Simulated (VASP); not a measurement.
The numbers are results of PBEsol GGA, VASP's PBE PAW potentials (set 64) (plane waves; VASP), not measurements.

The input files of a VASP run:

File KPOINTS:
```
Automatic mesh
0
Gamma
6 6 6
0 0 0
```

### POSCAR
```
Al2Ga2N4
1
    4.4393514464     0.0000000000     0.0000000000
    0.0000000000     4.4393514464     0.0000000000
    0.0000000000    -0.0000000000     4.4318703593
Ga N Al
2 4 2
Direct
  0.0000000000   0.0000000000   0.0000000000
  0.5000000000   0.5000000000   0.0000000000
  0.2500000000   0.2500000000   0.2601143360
  0.7500000000   0.7500000000   0.2601143360
  0.7500000000   0.2500000000   0.7398856640
  0.2500000000   0.7500000000   0.7398856640
  0.5000000000   0.0000000000   0.5000000000
  0.0000000000   0.5000000000   0.5000000000
```

### INCAR
```
SYSTEM = Al2Ga2N4
PREC = Accurate; ENCUT = 520; LREAL = .False.
LASPH = .True.
EDIFF = 1E-7; NELM = 100; ALGO = Normal
LMAXMIX = 4
ISMEAR = -5
GGA = PS
ISIF = 2
LWAVE = .False.; LCHARG = .True.; LORBIT = 11
NEDOS = 601
LEFG = .True.
```

POTCAR, in this order: Ga_d N Al (PBE.64 set). Program: vasp_std.

Q: Predict the energy per atom (σ→0), band gap (on the k-mesh).

A: 
| Item | Result |
|---|---|
| energy per atom (σ→0) | -7.182 eV/atom |
| band gap (on the k-mesh) | 2.79 eV |

**OSZICAR**
```
...
DAV:   9    -0.574555831517E+02    0.31727E-01   -0.15907E-01  4257   0.623E+00    0.429E-01
DAV:  10    -0.574556897437E+02   -0.10659E-03   -0.12180E-02  2950   0.780E-01    0.174E-01
DAV:  11    -0.574557461122E+02   -0.56369E-04   -0.15172E-03  4261   0.454E-01    0.204E-02
DAV:  12    -0.574557643803E+02   -0.18268E-04   -0.36487E-04  2949   0.151E-01    0.193E-02
DAV:  13    -0.574557634327E+02    0.94758E-06   -0.26186E-05  4098   0.471E-02    0.499E-03
DAV:  14    -0.574557636953E+02   -0.26264E-06   -0.59874E-06  2949   0.193E-02    0.411E-03
DAV:  15    -0.574557636387E+02    0.56692E-07   -0.95106E-07  3311   0.107E-02
   1 F= -.57455764E+02 E0= -.57455764E+02  d E =0.000000E+00
```

The structure was generated: Al2Ga2N4 was put into an ordered model structure (P-4m2), which need not be its known phase. It was relaxed first.
